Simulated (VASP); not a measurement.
VASP runs on Sr (space group Fm-3m) share one base input (PBE GGA, plane waves, VASP's PBE PAW potentials (set 64)) and change the settings named in each case.

INCAR:
```
SYSTEM = Sr
PREC = Accurate
ENCUT = 300
EDIFF = 1E-6
NELM = 100
ALGO = Normal
LREAL = .FALSE.
LASPH = .TRUE.
ISMEAR = -1
SIGMA = 0.1
GGA = PE
LMAXMIX = 4
LWAVE = .FALSE.
LCHARG = .FALSE.
ISIF = 2
```

### POSCAR
```
Sr
1
    0.0000000000     2.9758560000     2.9758560000
    2.9758560000     0.0000000000     2.9758560000
    2.9758560000     2.9758560000     0.0000000000
Sr
1
Direct
  0.0000000000   0.0000000000   0.0000000000
```

File KPOINTS:
```
Regular mesh
0
gamma
 8 8 8
```

POTCAR, in this order: Sr_sv (PBE.64 set). Program: vasp_std.

```tsv
change	E(σ→0) (eV/atom)	pressure (GPa)	−TS (eV)
base run	-1.6382	0.46	-0.0376
GGA removed, POTCAR Sr_sv (LDA.64 set)	-1.8857	-1.03	-0.0374
GGA_COMPAT = .FALSE., LNONCOLLINEAR = .TRUE., LSORBIT = .TRUE., MAGMOM = 0.0 0.0 0.0, program vasp_ncl	-1.7256	…	-0.0376
KPOINTS 4×4×4 Γ-centred mesh	-1.6743	0.56	-0.0414
```

Question: What belongs in the gaps?

Answer: 
- GGA_COMPAT = .FALSE., LNONCOLLINEAR = .TRUE., LSORBIT = .TRUE., MAGMOM = 0.0 0.0 0.0, program vasp_ncl, pressure (GPa): 0.45

Energies of different potentials or functionals have different zeros.  At 300 eV the pressure can carry a Pulay error.

Left out are runs that ran out of time, are held back, or changed the cell or the kind of run, fixed moments of cells without a moment, rows past the twelfth, gaps on odd meshes, pressures of charged cells and columns that move by less than the noise.

The structure is a typed Sr crystal (Fm-3m). The cell was not relaxed at this level, its lattice was scaled by up to 2.5 %.
